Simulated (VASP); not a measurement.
An input for Ansatz (written as the equivalent of a VASP run, and not itself run):

Ansatz 0.2 input:
```yaml
crystal:
  lattice:
    - [2.3617100, 0.0000000, 0.0000000]
    - [0.0000000, 2.3617100, 0.0000000]
    - [0.0000000, 0.0000000, 2.3617100]
  atoms:
    - { symbol: Cu, position: [0.0000000, 0.0000000, 0.0000000] }
kpoints:
  mp_grid: { grid: [14, 14, 14] }
hamiltonian:
  xc: pbesol
  pseudopotentials: { kind: paw }
scf:
  occupations: { method: methfessel_paxton, width: 0.1 }
  max_iter: 100
relax:
  max_steps: 60
  f_tol: 0.01
  cell: {}
output: { forces: true, stress: true, eigenvalues: true }
```

Task: Write the VASP files for the same calculation (PBEsol).

Result: Several could match; the one computed here: 
File KPOINTS:
```
Automatic mesh
0
Gamma
14 14 14
0 0 0
```

POSCAR:
```
Cu
1.0
  2.3617100000   0.0000000000   0.0000000000
  0.0000000000   2.3617100000   0.0000000000
  0.0000000000   0.0000000000   2.3617100000
Cu
1
Cart
  0.0000000000   0.0000000000   0.0000000000
```

### INCAR
```
ALGO = Normal
EDIFF = 1E-6
EDIFFG = -0.01
ENCUT = 400
GGA = PS
IBRION = 2
ISIF = 3
ISMEAR = 1
LASPH = .TRUE.
LCHARG = .FALSE.
LMAXMIX = 4
LREAL = .FALSE.
LWAVE = .FALSE.
NELM = 100
NSW = 60
PREC = Accurate
SIGMA = 0.1
SYSTEM = Cu
```

POTCAR, in this order: Cu (PBE.64 set). Program: vasp_std.

What does not carry over: each code has its own PAW files, so the cut-off isn't converted (ENCUT is set for VASP's; basis.ecutwfc is left out, and Ansatz then takes the one that its files recommend); Ansatz stops its SCF on the density residual and VASP on the energy change (EDIFF).

The structure was generated: Cu was put into the simple-cubic type (Pm-3m), which need not be its known phase. This run relaxes it. Symmetry was kept, so distortions that lower it aren't found.
